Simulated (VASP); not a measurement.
Cd4TeSe3 (space group Pmm2): the band gap from VASP (plane waves, PAW) at several levels of theory. Gaps are without spin-orbit coupling. Each level names its cell: its own relaxed one, PBE's, or the starting one. A gap is the smallest over the k-mesh and a band path; hybrids may have named points in place of the path, and GW has the mesh alone. mBJ is a potential without an energy functional, so only the levels count.

```
level                  band gap (eV)
---------------------  -------------
PBEsol (own cell)               0.33
r2SCAN (own cell)               0.85
mBJ (TB09) (PBE cell)           1.56
```

The cell of the PBEsol (own cell) run:

```xyz
8
Lattice="4.3801 0.0000 0.0000 0.0000 8.7562 0.0000 0.0000 0.0000 6.1534" Properties=species:S:1:pos:R:3 pbc="T T T"
Cd     0.0000     2.0823     0.0551
Cd     0.0000     6.6739     0.0551
Cd     2.1901     0.0000     3.1218
Cd     2.1901     4.3781     2.9194
Te     0.0000     4.3781     4.6277
Se     2.1901     2.1238     1.5398
Se     2.1901     6.6325     1.5398
Se     0.0000     0.0000     4.6018
```

Only levels that ran to the end are used. Left out are those held back, those with too coarse a band path, GW runs whose mesh misses a band edge, hybrids' fits of cells that aren't cubic and levels without matching references; a question may draw on a part of the rest.

The structure comes from a computed database's Cd4TeSe3 entry (Pmm2); how it stands against other phases isn't given here.
